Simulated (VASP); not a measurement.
The system is BaOsF3.

```xyz
5
Lattice="4.0751 0.0000 0.0000 0.0000 4.0751 0.0000 0.0000 0.0000 4.0751" Properties=species:S:1:pos:R:3 pbc="T T T"
Os    0.0000    0.0000    0.0000
Ba    2.0375    2.0375    2.0375
F     2.0375    0.0000    0.0000
F     0.0000    2.0375    0.0000
F     0.0000    0.0000    2.0375
```

The cell was built by a generator and needn't be a form met in nature.

Base run:

| Quantity | Value |
| --- | --- |
| Program | VASP 6.6.1 |
| Functional | r2SCAN |
| Potentials or basis | VASP PAW PBE potentials, release 64 (Os, Ba_sv, F) |
| Cutoff | 520 eV |
| k mesh | 5 × 5 × 5 |
| Occupations | gaussian, width 0.0264 eV |
| Spin | no spin polarisation |

Its results: band gap on the k mesh none (metal or under the smearing width); pressure 30.4 GPa.

The run is repeated on the same cell with these changes: spin from no spin polarisation to collinear spin, typed start; further incar settings from ALGO = Normal; EDIFF = 1e-07; NBANDS = 28 to ALGO = Normal; EDIFF = 1e-07; NBANDS = 32. What comes out?

Band gap on the k mesh none (metal or under the smearing width); pressure 30.4 GPa; net moment 0.20 μB per cell; site moments Os +0.23; Ba -0.02; F -0.00 μB.

Caveats: a pressure of tens of GPa on the cell as given is suspect, and the run, the potentials or the cell itself is likely at fault; the PAW data sets were made with another functional, which shifts forces and pressure a little; an odd number of electrons without spin polarisation forces a metal (some runs); a magnetic or distorted state may lie lower (some runs).
